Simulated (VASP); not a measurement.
Wanted: the native input for a VASP 6.6.1 run.

* Task: relaxation of cell and atoms
* Functional: r2SCAN
* Potentials or basis: VASP PAW PBE potentials, release 64 (Zn, O)
* Cutoff: 600 eV
* k mesh: 9 × 9 × 6
* Occupations: gaussian, width 0.02 eV
* Spin: no spin polarisation
* Further INCAR settings: ALGO = Normal; EDIFF = 1e-07; IBRION = 2; EDIFFG = -0.004; NSW = 80; ISIF = 3

The structure of ZnO lies in POSCAR:

```
ZnO
1.0
    3.2493080000      0.0000000000      0.0000000000
   -1.6246540000      2.8139832700      0.0000000000
    0.0000000000      0.0000000000      5.2057090000
Zn O
2 2
Direct
    0.3333333300      0.6666666700      0.5000000000
    0.6666666700      0.3333333300      0.0000000000
    0.6666666700      0.3333333300      0.3790100000
    0.3333333300      0.6666666700      0.8790100000
```

The input as run:

INCAR

```
SYSTEM = ZnO
ALGO = Normal
EDIFF = 1E-7
EDIFFG = -0.004
ENCUT = 600
IBRION = 2
ISIF = 3
ISMEAR = 0
LASPH = .True.
LCHARG = .False.
LMIXTAU = .True.
LREAL = .False.
LWAVE = .False.
METAGGA = R2SCAN
NELM = 80
NSW = 80
PREC = Accurate
SIGMA = 0.02
```

KPOINTS

```
k-points
0
Gamma
  9 9 6
  0 0 0
```

Potentials or basis: VASP PAW PBE potentials, release 64 (Zn, O).

Command:

```console
$ cat potpaw_PBE.64/Zn/POTCAR potpaw_PBE.64/O/POTCAR > POTCAR
$ mpirun -np 1 vasp_std > vasp.out
```

Results of the run:

- Relaxed volume: 11.87 Å³/atom
- Relaxed cell: a = 3.240 Å, b = 3.240 Å, c = 5.221 Å, α = 90.00°, β = 90.00°, γ = 120.00°
- Space group after relaxing (to 0.05 Å): P6_3mc (No. 186)
- Energy gained by relaxing: 0.3 meV/atom
- Ionic steps: 8
- Pressure after relaxing: 0.0 GPa
- Band gap on the k mesh: 1.23 eV, direct

Caveat: the PAW data sets were made with another functional, which shifts forces and pressure a little.

It took 18 min on 1 thread of Intel(R) Xeon(R) Platinum 8488C (Sapphire Rapids) (shared host), peak memory 0.21 GiB.
